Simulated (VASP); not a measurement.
Here is the system:

```
CELL_PARAMETERS angstrom
      3.00896     0.00000     0.00000
     -1.50448     2.60584     0.00000
      0.00000     0.00000     7.34581
ATOMIC_POSITIONS crystal
  Mg 0.00000 0.00000 0.00000
  Zn 0.33333 0.66667 0.66871
  Zn 0.66667 0.33333 0.33129
  O  0.33333 0.66667 0.16041
  O  0.66667 0.33333 0.83959
  O  0.00000 0.00000 0.50000
```

The numbers are results of r2SCAN meta-GGA, VASP's PBE PAW potentials (set 64) (plane waves; VASP), not measurements. Settings: 520 eV cut-off, 9×9×4 Γ-centred mesh, tetrahedra with Blöchl corrections, potentials Mg Zn O.

Problem. What does the run give for the energy per atom (σ→0), band gap (over mesh and band path) with the smallest direct gap where there is one?

Solution. 
```
Item                                                    Value
---------------------------------------------  --------------
band gap (over mesh and band path)                    2.58 eV
smallest direct gap (over mesh and band path)         2.58 eV
energy per atom (σ→0)                          -8.678 eV/atom
```

Total energies compare only between runs with the same potentials, cut-off and functional.

The structure comes from a computed database's MgZn2O3 entry (P-3m1); how it stands against other phases isn't given here. It was relaxed first.
